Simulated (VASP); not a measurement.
Given:

```xyz
2
Lattice="0.0000 2.1475 2.1475 2.1475 0.0000 2.1475 2.1475 2.1475 0.0000" Properties=species:S:1:pos:R:3 pbc="T T T"
B      0.0000     0.0000     0.0000
P      1.0738     1.0738     1.0738
```

The numbers are results of LDA (Ceperley-Alder, Perdew-Zunger), VASP's LDA PAW potentials (set 64) (plane waves; VASP 6.6.1), not measurements. Run with 620 eV cut-off, 11×11×11 Γ-centred mesh, Gaussian smearing of 0.050 eV, potentials B P.

### Question
What does the run give for the energy per atom (σ→0), pressure?

### Answer

The energy per atom (σ→0) is -7.082 eV/atom. The pressure is 29.82 GPa.

Only differences to runs with the same potentials and settings are physical.

The compound is BP in the zinc blende structure. It was relaxed first under an external pressure of 30 GPa.
